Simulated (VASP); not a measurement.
Given:

```
PbSe
1.0
    0.00000     3.11907     3.11907
    3.11907     0.00000     3.11907
    3.11907     3.11907     0.00000
Pb Se
1 1
Cartesian
  0.00000   0.00000   0.00000
  3.11907   3.11907   3.11907
```

Calculation: r2SCAN meta-GGA, VASP's PBE PAW potentials (set 64) (plane waves; VASP). Settings: 520 eV cut-off, 7×7×7 Γ-centred mesh, Gaussian smearing of 0.050 eV, potentials Pb_d Se.

Question: Predict the energy per atom (σ→0), pressure.

Answer: 
The energy per atom (σ→0) is -35.966 eV/atom and the pressure comes out as -1.42 GPa.

Only differences to runs with the same potentials and settings are physical.

The compound is PbSe in the rock salt structure. This cell is one point of a volume scan, at 1.03 of the reference volume.
